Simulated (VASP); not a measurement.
VASP ran on this input.

**INCAR**
```
! general
SYSTEM  = MnO2
PREC    = Accurate
ENCUT   = 520
LREAL   = F   ! projection in real space or not
LASPH   = T   ! aspherical one-centre terms

! electronic loop
EDIFF   = 1E-7   ! SCF stop (eV)
NELM    = 100   ! most electronic steps
ALGO    = Normal
LMAXMIX = 4   ! l cut-off of mixed one-centre charges

! smearing
ISMEAR  = -5

! functional
GGA     = RE

! spin
ISPIN   = 2
MAGMOM  = 2.6 -2.6 -0.0 2*0.0 -0.0

! ions
ISIF    = 2   ! forces and stress, cell fixed

! output
LWAVE   = F
LCHARG  = T
LORBIT  = 11   ! lm-projected
NEDOS   = 601

! other
LEFG    = T
```

### KPOINTS
```
K-points
0
gamma
8 8 12
0 0 0
```

**POSCAR**
```
MnO2
4.4575660
  1.0000000243   0.0000000000   0.0000000000
  0.0000000000   1.0000000243   0.0000000000
  0.0000000000   0.0000000000   0.6499877169
Mn O
2 4
Cart
  0.0000000000   0.0000000000   0.0000000000
  0.5000000121   0.5000000121   0.3249938584
  0.3049301526   0.3049301526   0.0000000000
  0.8049301647   0.1950698595   0.3249938584
  0.1950698595   0.8049301647   0.3249938584
  0.6950698717   0.6950698717   0.0000000000
```

POTCAR, in this order: Mn_pv O (PBE.64 set). Program: vasp_std.

**Question.** Write an equivalent input for Quantum ESPRESSO's pw.x.

**Answer.** One equivalent input (not run):
```
&CONTROL
  calculation = 'scf'
  pseudo_dir = './pseudo'
  outdir = './out'
  tprnfor = .true.
  tstress = .true.
/
&SYSTEM
  ibrav = 0
  nat = 6
  ntyp = 3
  ecutwfc = 96
  occupations = 'tetrahedra'
  input_dft = 'revpbe'
  nspin = 2
  starting_magnetization(1) = 0.26
  starting_magnetization(2) = -0.26
/
&ELECTRONS
  conv_thr = 7.3e-09
  electron_maxstep = 100
/
ATOMIC_SPECIES
  Mn1 54.938 Mn.upf
  Mn2 54.938 Mn.upf
  O 15.999 O.upf
CELL_PARAMETERS angstrom
     4.4575661    0.0000000    0.0000000
     0.0000000    4.4575661    0.0000000
     0.0000000    0.0000000    2.8973631
ATOMIC_POSITIONS crystal
  Mn1  0.0000000  0.0000000  0.0000000
  Mn2  0.5000000  0.5000000  0.5000000
  O    0.3049301  0.3049301  0.0000000
  O    0.8049301  0.1950699  0.5000000
  O    0.1950699  0.8049301  0.5000000
  O    0.6950699  0.6950699  0.0000000
K_POINTS automatic
  8 8 12 0 0 0
```
The two are equivalent in intent, not identical: the potentials are each code's own (VASP's PAW set, PseudoDojo norm-conserving files in pw.x), so ENCUT and ecutwfc are chosen apart and not converted; conv_thr bounds pw.x's estimated SCF error, while EDIFF bounds the energy change between steps; starting_magnetization is a fraction of the valence charge and MAGMOM a moment in μB, so they match only roughly; the field gradients of LEFG aren't asked of the other code.

The compound is MnO2 in the rutile structure. It was relaxed first.
